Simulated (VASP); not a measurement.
OSZICAR of a VASP run on SrVO₃ (cubic perovskite):

### OSZICAR
```
       N       E                     dE             d eps       ncg     rms          rms(c)
DAV:   1     0.509017697703E+03    0.50902E+03   -0.26900E+04  1680   0.209E+03
DAV:   2    -0.130033360939E+02   -0.52202E+03   -0.51710E+03  2032   0.545E+02
DAV:   3    -0.492892754259E+02   -0.36286E+02   -0.35988E+02  1808   0.143E+02
DAV:   4    -0.503304339101E+02   -0.10412E+01   -0.10387E+01  2928   0.227E+01
DAV:   5    -0.503413898599E+02   -0.10956E-01   -0.10947E-01  2056   0.177E+00    0.528E+01
DAV:   6    -0.417475232723E+02    0.85939E+01   -0.77083E+01  2360   0.775E+01    0.215E+01
DAV:   7    -0.412871653206E+02    0.46036E+00   -0.18233E+01  1920   0.418E+01    0.221E+01
DAV:   8    -0.409040347611E+02    0.38313E+00   -0.35484E+00  1936   0.195E+01    0.306E+00
DAV:   9    -0.408683545667E+02    0.35680E-01   -0.26503E-01  2104   0.519E+00    0.786E-01
DAV:  10    -0.408689857122E+02   -0.63115E-03   -0.18842E-02  2184   0.110E+00    0.204E-01
DAV:  11    -0.408689593957E+02    0.26317E-04   -0.57228E-04  2000   0.222E-01    0.107E-01
DAV:  12    -0.408689380768E+02    0.21319E-04   -0.24399E-04  2344   0.154E-01    0.448E-02
DAV:  13    -0.408689377340E+02    0.34280E-06   -0.18371E-05  2104   0.334E-02    0.191E-02
DAV:  14    -0.408689370354E+02    0.69864E-06   -0.32311E-06  1704   0.159E-02
   1 F= -.26982988E+02 E0= -.26982148E+02  d E =-.269830E+02
       N       E                     dE             d eps       ncg     rms          rms(c)
DAV:   1    -0.443593193931E+02   -0.34904E+01   -0.15709E+02  1928   0.136E+02    0.404E+01
DAV:   2    -0.393571608560E+02    0.50022E+01   -0.16634E+01  1920   0.458E+01    0.865E+00
DAV:   3    -0.387282255122E+02    0.62894E+00   -0.37369E+00  2088   0.136E+01    0.477E+00
DAV:   4    -0.386151646392E+02    0.11306E+00   -0.50334E-01  2512   0.807E+00    0.195E+00
DAV:   5    -0.386122452745E+02    0.29194E-02   -0.10918E-01  2856   0.223E+00    0.147E+00
DAV:   6    -0.386187216265E+02   -0.64764E-02   -0.19725E-02  2304   0.922E-01    0.837E-01
DAV:   7    -0.386216742955E+02   -0.29527E-02   -0.95480E-03  2728   0.596E-01    0.134E-01
DAV:   8    -0.386217482152E+02   -0.73920E-04   -0.34918E-04  2176   0.153E-01    0.629E-02
DAV:   9    -0.386217457027E+02    0.25125E-05   -0.33947E-05  2416   0.513E-02    0.193E-02
DAV:  10    -0.386217455244E+02    0.17823E-06   -0.15393E-06  1408   0.876E-03
   2 F= -.26533320E+02 E0= -.26532430E+02  d E =0.449668E+00
       N       E                     dE             d eps       ncg     rms          rms(c)
DAV:   1    -0.432393422475E+02   -0.46176E+01   -0.78254E+01  1784   0.102E+02    0.264E+01
DAV:   2    -0.411603384706E+02    0.20790E+01   -0.13784E+01  1744   0.433E+01    0.727E+00
DAV:   3    -0.405346080784E+02    0.62573E+00   -0.38217E+00  1808   0.173E+01    0.617E+00
DAV:   4    -0.404081871944E+02    0.12642E+00   -0.53256E-01  2240   0.753E+00    0.300E+00
DAV:   5    -0.404033038196E+02    0.48834E-02   -0.10323E-01  2416   0.199E+00    0.224E+00
DAV:   6    -0.404099960143E+02   -0.66922E-02   -0.73091E-02  2120   0.185E+00    0.629E-01
DAV:   7    -0.404056545110E+02    0.43415E-02   -0.27772E-02  1984   0.123E+00    0.238E-01
DAV:   8    -0.404058257802E+02   -0.17127E-03   -0.20509E-03  2344   0.443E-01    0.153E-01
DAV:   9    -0.404057768164E+02    0.48964E-04   -0.44131E-04  2152   0.215E-01    0.220E-02
DAV:  10    -0.404057764555E+02    0.36091E-06   -0.19196E-05  2040   0.360E-02    0.177E-02
DAV:  11    -0.404057751580E+02    0.12975E-05   -0.41972E-06  1608   0.164E-02    0.439E-03
DAV:  12    -0.404057751187E+02    0.39292E-07   -0.42199E-07   864   0.640E-03
   3 F= -.27084767E+02 E0= -.27083903E+02  d E =-.101779E+00
       N       E                     dE             d eps       ncg     rms          rms(c)
DAV:   1    -0.403896100927E+02    0.16165E-01   -0.13291E-02  1824   0.128E+00    0.332E-01
DAV:   2    -0.403892041010E+02    0.40599E-03   -0.17593E-03  1848   0.471E-01    0.769E-02
DAV:   3    -0.403891410974E+02    0.63004E-04   -0.50767E-04  1872   0.186E-01    0.684E-02
DAV:   4    -0.403891187969E+02    0.22301E-04   -0.99259E-05  2264   0.107E-01    0.279E-02
DAV:   5    -0.403891187725E+02    0.24384E-07   -0.96570E-06  2480   0.208E-02
   4 F= -.27084877E+02 E0= -.27084013E+02  d E =-.101889E+00
```

Q: Which electronic solver shows in the log?

A: It is blocked Davidson (ALGO = Normal, or the opening steps of other solvers). The INCAR had ALGO = Normal.

Q: How was spin treated?

A: Without spin polarisation: there is no mag entry.

Q: Can the final energy be trusted as converged?

A: The run converged. It stopped with EDIFF = 1E-6, NELM = 100, NSW = 40 and EDIFFG = -0.02 after 4 ionic steps (PBEsol GGA, plane waves, VASP's PBE PAW potentials (set 64)). Energy and stress use the plane-wave basis of the starting cell.

The compound is SrVO3 in the cubic perovskite structure. This run relaxes it under an external pressure of 45 GPa. Symmetry was kept, so distortions that lower it aren't found. The run is not spin-polarised, so no magnetic state was tried. The electron count is odd and the run is not spin-polarised, which forces a metal.
